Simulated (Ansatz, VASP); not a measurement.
## One calculation of Si, two programs

```
CELL_PARAMETERS angstrom
0.00000 2.92024 2.55901
2.62315 0.00000 2.55901
2.62315 2.92024 0.00000
ATOMIC_POSITIONS crystal
Si 0.50000 0.50000 0.50000
Si 0.75000 0.75000 0.75000
```

Change from the starting cell: strain +e along x and -e along y -0.0550, strain +e along z and -e/2 along x and y -0.0525.

Alike in both runs: task single point; functional LDA; k mesh 12 × 12 × 12; occupations gaussian, width 0.05 eV; no spin polarisation.

```csv
,VASP,Ansatz
version,VASP 6.6.1,Ansatz 0.2.0
potentials or method,"VASP PAW LDA potentials, release 64 (Si)","scalar-relativistic, plane waves, PAW"
plane-wave cutoff (eV),520,420
valence electrons in the cell,8,8
```

|  | VASP | Ansatz | Ansatz less VASP |
| --- | --- | --- | --- |
| gap on the k mesh at the Fermi level (eV) | none | none | - |
| pressure (GPa) | 0.0 | 0.0 | -0.05 |
| largest component of the traceless stress (GPa) | 9.00 | 9.00 | +0.004 |

A gap of «none» marks a metal or a gap that the smearing closes. Ansatz warned: «pseudo_functional_mismatch».
